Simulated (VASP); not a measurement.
Runs of VASP 6.6.1 on Al3Pd. The structure is cubic, space group Pm-3m (No. 221). The conventional cell has a = 3.947 Å, b = 3.947 Å, c = 3.947 Å, α = 90.00°, β = 90.00°, γ = 90.00°. Pd (site symmetry m-3m) has 12 Al at 2.79 Å as nearest neighbours. Al (site symmetry 4/mmm) has 4 Pd at 2.79 Å and 8 Al at 2.79 Å as nearest neighbours. The cell comes from a database or a generator and needn't be the stable form of this composition.

| task | level | cell | k mesh | cutoff (eV) | ladder | by perturbation theory | gap on the mesh (eV) | pressure (GPa) | V0 of scaled cells (Å³/atom) | B0 (GPa) |
| --- | --- | --- | --- | --- | --- | --- | --- | --- | --- | --- |
| single point | PBE | as given | 7 × 7 × 7 | 520 | - | - | none | 1.3 | - | - |
| equation of state | PBE | as given | 7 × 7 × 7 | 520 | - | - | - | - | 15.56 | 108 |
| equation of state | PBEsol | as given | 7 × 7 × 7 | 520 | free | - | - | - | (a) | (b) |
| single point | PBEsol | as given | 7 × 7 × 7 | 520 | free | - | none | -1.8 | - | - |

Alike in all rows: potentials or basis VASP PAW PBE potentials, release 64 (Pd, Al); no spin polarisation; smearing fermi-dirac 0.05 eV.

Problem. Estimate the missing entries.

Solution. (a) 15.13; (b) 118.

Caveats: the PAW data sets were made with another functional, which shifts forces and pressure a little (some runs).

A k mesh can miss the band edges, and the runs leave out spin-orbit coupling on Pd.

A gap of «none» marks a metal or a gap under the smearing width.

Not every run made on this cell is shown here.
